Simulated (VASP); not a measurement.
Method: PBE GGA, VASP's PBE PAW potentials (set 64) (plane waves; VASP).

VASP input:

POSCAR:
```
Mg27S27
11.0788840
  0.0000000000   0.7071067885   0.7071067885
  0.7071067885   0.0000000000   0.7071067885
  0.7071067885   0.7071067885   0.0000000000
Mg S
27 27
Cartesian
  0.0000000000   0.0000000000   0.0000000000
  0.2357020271   0.2357020271   0.0000000000
  0.4714047614   0.4714047614   0.0000000000
  0.2357020271   0.0000000000   0.2357020271
  0.4714040543   0.2357020271   0.2357020271
  0.7071067885   0.4714047614   0.2357020271
  0.4714047614   0.0000000000   0.4714047614
  0.7071067885   0.2357020271   0.4714047614
  0.9428095228   0.4714047614   0.4714047614
  0.0000000000   0.2357020271   0.2357020271
  0.2357020271   0.4714040543   0.2357020271
  0.4714047614   0.7071067885   0.2357020271
  0.2357020271   0.2357020271   0.4714040543
  0.4714040543   0.4714040543   0.4714040543
  0.7071067885   0.7071067885   0.4714040543
  0.4714047614   0.2357020271   0.7071067885
  0.7071067885   0.4714040543   0.7071067885
  0.9428095228   0.7071067885   0.7071067885
  0.0000000000   0.4714047614   0.4714047614
  0.2357020271   0.7071067885   0.4714047614
  0.4714047614   0.9428095228   0.4714047614
  0.2357020271   0.4714047614   0.7071067885
  0.4714040543   0.7071067885   0.7071067885
  0.7071067885   0.9428095228   0.7071067885
  0.4714047614   0.4714047614   0.9428095228
  0.7071067885   0.7071067885   0.9428095228
  0.9428095228   0.9428095228   0.9428095228
  0.2357027342   0.2357027342   0.2357027342
  0.4714047614   0.4714047614   0.2357027342
  0.7071067885   0.7071067885   0.2357027342
  0.4714047614   0.2357027342   0.4714047614
  0.7071067885   0.4714047614   0.4714047614
  0.9428088157   0.7071067885   0.4714047614
  0.7071067885   0.2357027342   0.7071067885
  0.9428088157   0.4714047614   0.7071067885
  1.1785108428   0.7071067885   0.7071067885
  0.2357027342   0.4714047614   0.4714047614
  0.4714047614   0.7071067885   0.4714047614
  0.7071067885   0.9428088157   0.4714047614
  0.4714047614   0.4714047614   0.7071067885
  0.7071067885   0.7071067885   0.7071067885
  0.9428088157   0.9428088157   0.7071067885
  0.7071067885   0.4714047614   0.9428088157
  0.9428088157   0.7071067885   0.9428088157
  1.1785108428   0.9428088157   0.9428088157
  0.2357027342   0.7071067885   0.7071067885
  0.4714047614   0.9428088157   0.7071067885
  0.7071067885   1.1785108428   0.7071067885
  0.4714047614   0.7071067885   0.9428088157
  0.7071067885   0.9428088157   0.9428088157
  0.9428088157   1.1785108428   0.9428088157
  0.7071067885   0.7071067885   1.1785108428
  0.9428088157   0.9428088157   1.1785108428
  1.1785108428   1.1785108428   1.1785108428
```

**INCAR**
```
SYSTEM = Mg27S27
PREC = Normal
ENCUT = 400
EDIFF = 1E-6
NELM = 100
ALGO = Fast
LREAL = Auto
LASPH = .TRUE.
ISMEAR = 0
SIGMA = 0.05
GGA = PE
LWAVE = .FALSE.
LCHARG = .FALSE.
NELMIN = 4
SYMPREC = 1E-4
LVHAR = .TRUE.
LORBIT = 11
```

### KPOINTS
```
Automatic mesh
0
Gamma
1 1 1
0 0 0
```

POTCAR, in this order: Mg S (PBE.64 set). Program: vasp_gam. Read from the step before: WAVECAR.

Question: What will the output report for the number of irreducible k-points (NKPTS), largest plane-wave count, number of space-group operations, FFT grid (NGX, NGY, NGZ)?

Answer: 
```
Quantity                                      Result
--------------------------------------  ------------
number of irreducible k-points (NKPTS)             1
largest plane-wave count                        8739
number of space-group operations                  48
FFT grid (NGX, NGY, NGZ)                54 × 54 × 54
```

The cell is a supercell, built from a database entry that may be metastable or hypothetical.
